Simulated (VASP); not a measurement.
An input for Ansatz (written as the equivalent of a VASP run, and not itself run):

Ansatz 0.2 input:
```yaml
crystal:
  lattice:
    - [0.0000000, 2.8733535, 2.8733535]
    - [2.8733535, 0.0000000, 2.8733535]
    - [11.5506690, 11.5506690, -0.0572551]
  atoms:
    - { symbol: Zn, position: [0.9858496, 0.9858496, 0.0106128] }
    - { symbol: Zn, position: [0.9994731, 0.9994731, 0.2503952] }
    - { symbol: Zn, position: [0.0117401, 0.0117401, 0.4911949] }
    - { symbol: Se, position: [0.2427014, 0.2427014, 0.0679740] }
    - { symbol: Se, position: [0.2554327, 0.2554327, 0.3084255] }
    - { symbol: Se, position: [0.2689317, 0.2689317, 0.5483012] }
    - { symbol: Se, position: [0.2278205, 0.2278205, 0.8291347] }
    - { symbol: Hg, position: [0.0080509, 0.0080509, 0.7439618] }
kpoints:
  mp_grid: { grid: [8, 8, 2] }
hamiltonian:
  xc: pbesol
  pseudopotentials: { kind: paw }
scf:
  occupations: { method: tetrahedron }
  max_iter: 100
output: { forces: true, stress: true, eigenvalues: true }
```

**Question.** Write the VASP files for the same calculation (PBEsol).

**Answer.** Several could match; the one computed here: 
**KPOINTS**
```
Automatic
0
G
  8 8 2
0 0 0
```

### INCAR
```
ALGO=Normal
EDIFF=1E-7
ENCUT=400
GGA=PS
ISIF=2
ISMEAR=-5
LASPH=.TRUE.
LCHARG=.TRUE.
LEFG=.TRUE.
LMAXMIX=6
LORBIT=11
LREAL=.FALSE.
LWAVE=.FALSE.
NEDOS=601
NELM=100
PREC=Accurate
SYSTEM=HgZn3Se4
```

POSCAR:
```
HgZn3Se4
1
   -0.0000000000     2.8733534636     2.8733534636
    2.8733534636    -0.0000000000     2.8733534636
   11.5506689589    11.5506689589    -0.0572551046
Zn Se Hg
3 4 1
Direct
  0.9858496487   0.9858496487   0.0106127635
  0.9994730959   0.9994730959   0.2503951781
  0.0117401334   0.0117401334   0.4911949000
  0.2427013883   0.2427013883   0.0679739587
  0.2554326743   0.2554326743   0.3084254942
  0.2689316789   0.2689316789   0.5483012408
  0.2278204599   0.2278204599   0.8291346551
  0.0080509206   0.0080509206   0.7439618095
```

POTCAR, in this order: Zn Se Hg (PBE.64 set). Program: vasp_std.

Limits of the translation: each code has its own PAW files, so the cut-off isn't converted (ENCUT is set for VASP's; basis.ecutwfc is left out, and Ansatz then takes the one that its files recommend); Ansatz stops its SCF on the density residual and VASP on the energy change (EDIFF); the field gradients of LEFG aren't asked of the other code.

The structure was generated: HgZn3Se4 was put into an ordered model structure (R3m), which need not be its known phase. It was relaxed first.
